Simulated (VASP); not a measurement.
Consider the following.

```yaml
crystal:
  lattice:
    - [-3.04362, 3.04362, 3.04362]
    - [3.04362, -3.04362, 3.04362]
    - [3.04362, 3.04362, -3.04362]
  atoms:
    - { symbol: Cs, position: [0.00000, 0.00000, 0.00000] }
```

Computed with PBE GGA, VASP's PBE PAW potentials (set 64) (plane waves; VASP). Numerical set-up: 520 eV cut-off, 9×9×9 Γ-centred mesh, first-order Methfessel-Paxton smearing of 0.10 eV, potentials Cs_sv.

Unless said otherwise, spin-orbit coupling is left out, though it shifts the bands of the heavy elements here.

Estimate the energy per atom (σ→0), band gap (on the k-mesh) with the smallest direct gap where there is one.

| Quantity | Value |
|---|---|
| band gap (on the k-mesh) | none (metal, semimetal or under 0.01 eV) |
| energy per atom (σ→0) | -0.851 eV/atom |

The compound is Cs in the bcc structure. This cell is one point of a volume scan, at 0.97 of the reference volume.
